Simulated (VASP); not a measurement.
These are AM05 GGA, VASP's PBE PAW potentials (set 64) (plane waves; VASP 6.6.1) values and carry that method's errors.

A VASP calculation is set up with these files.

**INCAR**
```
! general
SYSTEM   =  Ni
PREC     =  Accurate
ENCUT    =  520
LREAL    =  .FALSE.
LASPH    =  .TRUE.

! electronic loop
EDIFF    =  1E-6
NELM     =  100
ALGO     =  Normal
LMAXMIX  =  4

! smearing
ISMEAR   =  1
SIGMA    =  0.1

! functional
GGA      =  AM

! spin
ISPIN    =  2
MAGMOM   =  0.6

! ions
IBRION   =  2
NSW      =  60
ISIF     =  3
EDIFFG   =  -0.01

! output
LWAVE    =  .FALSE.
LCHARG   =  .FALSE.
LORBIT   =  10
```

### POSCAR
```
Ni
1
    0.0000000000     1.7286614852     1.7286614852
    1.7286614852    -0.0000000000     1.7286614852
    1.7286614852     1.7286614852    -0.0000000000
Ni
1
Direct
  0.0000000000   0.0000000000   0.0000000000
```

File KPOINTS:
```
Automatic mesh
0
Gamma
16 16 16
0 0 0
```

POTCAR, in this order: Ni (PBE.64 set). Program: vasp_std.

The resulting files:

File OSZICAR:
```
       N       E                     dE             d eps       ncg     rms          rms(c)
DAV:   1     0.221341977228E+02    0.22134E+02   -0.48736E+03  5364   0.143E+03
DAV:   2    -0.665068761856E+01   -0.28785E+02   -0.27832E+02  5269   0.166E+02
DAV:   3    -0.706287458945E+01   -0.41219E+00   -0.40857E+00  6058   0.264E+01
DAV:   4    -0.706661102219E+01   -0.37364E-02   -0.37361E-02  5901   0.222E+00
DAV:   5    -0.706670045283E+01   -0.89431E-04   -0.89429E-04  6047   0.299E-01    0.110E+01
DAV:   6    -0.623109900306E+01    0.83560E+00   -0.17859E+01  5463   0.698E+01    0.573E+00
DAV:   7    -0.591708120969E+01    0.31402E+00   -0.27018E+00  5513   0.257E+01    0.204E+00
DAV:   8    -0.589845848606E+01    0.18623E-01   -0.22720E-02  7533   0.174E+00    0.961E-01
DAV:   9    -0.589595839408E+01    0.25001E-02   -0.14688E-03  7707   0.362E-01    0.271E-01
DAV:  10    -0.589531216565E+01    0.64623E-03   -0.65041E-04  7380   0.207E-01    0.334E-02
DAV:  11    -0.589531153317E+01    0.63247E-06   -0.16682E-05  6515   0.540E-02    0.301E-02
DAV:  12    -0.589531327385E+01   -0.17407E-05   -0.17356E-06  3071   0.162E-02    0.589E-03
DAV:  13    -0.589531350834E+01   -0.23449E-06   -0.38509E-07  2706   0.804E-03
   1 F= -.58953135E+01 E0= -.58954107E+01  d E =-.589531E+01  mag=     0.5853
```

### OUTCAR
```
------------------------ aborting loop because EDIFF is reached ----------------------------------------
  FORCE on cell =-STRESS in cart. coord.  units (eV):
  Direction    XX          YY          ZZ          XY          YZ          ZX
  --------------------------------------------------------------------------------------
  Total       -0.0075618     -0.0075618     -0.0075618     -0.0000000     -0.0000000      0.0000000
  in kB       -1.1726751     -1.1726751     -1.1726751     -0.0000000     -0.0000000      0.0000000
  external PRESSURE =      -1.1726751 kB  Pullay stress =       0.0000000 kB
  volume of cell :       10.33
      direct lattice vectors                 reciprocal lattice vectors
     0.000000000  1.728661485  1.728661485    -0.289241129  0.289241129  0.289241129
     1.728661485  0.000000000  1.728661485     0.289241129 -0.289241129  0.289241129
     1.728661485  1.728661485  0.000000000     0.289241129  0.289241129 -0.289241129
 POSITION                                       TOTAL-FORCE (eV/Angst)
 -----------------------------------------------------------------------------------
      0.00000      0.00000      0.00000         0.000000      0.000000      0.000000
 -----------------------------------------------------------------------------------
    total drift:                                0.000000     -0.000000      0.000000
  FREE ENERGIE OF THE ION-ELECTRON SYSTEM (eV)
  ---------------------------------------------------
  free  energy   TOTEN  =        -5.8953135083 eV

  energy  without entropy=       -5.8956051983  energy(sigma->0) =       -5.89541074

 total charge

# of ion       s       p       d       tot
------------------------------------------
    1        0.520   0.549   8.336   9.406

 magnetization (x)

# of ion       s       p       d       tot
------------------------------------------
    1       -0.007  -0.023   0.619   0.589

 reached required accuracy - stopping structural energy minimisation
```
(Selected blocks of OUTCAR.)

The compound is Ni in the fcc structure. It was relaxed first, which changed the volume by -5 %. The start is the result of an earlier pass.
